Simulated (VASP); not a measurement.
VASP ran on this input.

INCAR:
```
SYSTEM = Mo3Si
PREC = Accurate
ENCUT = 500
EDIFF = 1E-6
NELM = 100
ALGO = Normal
LREAL = .FALSE.
LASPH = .TRUE.
ISMEAR = 1
SIGMA = 0.1
GGA = PE
LMAXMIX = 4
LWAVE = .FALSE.
LCHARG = .FALSE.
IBRION = 2
ISIF = 3
NSW = 40
EDIFFG = -0.02
```

File POSCAR:
```
Mo3Si
1.0
  4.9036023282   0.0000000000   0.0000000000
  0.0000000000   4.9036023282   0.0000000000
  0.0000000000   0.0000000000   4.9036023282
Si Mo
2 6
Cart
  2.4518011641   2.4518011641   2.4518011641
  0.0000000000   0.0000000000   0.0000000000
  1.2259005820   0.0000000000   2.4518011641
  2.4518011641   1.2259005820   0.0000000000
  2.4518011641   3.6777017461   0.0000000000
  3.6777017461   0.0000000000   2.4518011641
  0.0000000000   2.4518011641   3.6777017461
  0.0000000000   2.4518011641   1.2259005820
```

**KPOINTS**
```
Automatic mesh
0
Gamma
6 6 6
0 0 0
```

POTCAR, in this order: Si Mo_sv (PBE.64 set). Program: vasp_std.

**Question.** Write an equivalent input for Ansatz.

**Answer.** One equivalent input (not run):
Ansatz 0.2 input:
```yaml
crystal:
  lattice:
    - [4.9036023, 0.0000000, 0.0000000]
    - [0.0000000, 4.9036023, 0.0000000]
    - [0.0000000, 0.0000000, 4.9036023]
  atoms:
    - { symbol: Si, position: [0.5000000, 0.5000000, 0.5000000] }
    - { symbol: Si, position: [0.0000000, 0.0000000, 0.0000000] }
    - { symbol: Mo, position: [0.2500000, 0.0000000, 0.5000000] }
    - { symbol: Mo, position: [0.5000000, 0.2500000, 0.0000000] }
    - { symbol: Mo, position: [0.5000000, 0.7500000, 0.0000000] }
    - { symbol: Mo, position: [0.7500000, 0.0000000, 0.5000000] }
    - { symbol: Mo, position: [0.0000000, 0.5000000, 0.7500000] }
    - { symbol: Mo, position: [0.0000000, 0.5000000, 0.2500000] }
kpoints:
  mp_grid: { grid: [6, 6, 6] }
hamiltonian:
  xc: pbe
  pseudopotentials: { kind: paw }
scf:
  occupations: { method: methfessel_paxton, width: 0.1 }
  max_iter: 100
relax:
  max_steps: 40
  f_tol: 0.02
  cell: {}
output: { forces: true, stress: true, eigenvalues: true }
```
Limits of the translation: each code has its own PAW files, so the cut-off isn't converted (ENCUT is set for VASP's; basis.ecutwfc is left out, and Ansatz then takes the one that its files recommend); Ansatz stops its SCF on the density residual and VASP on the energy change (EDIFF).

The compound is Mo3Si in the A15 structure. This run relaxes it. Symmetry was kept, so distortions that lower it aren't found.
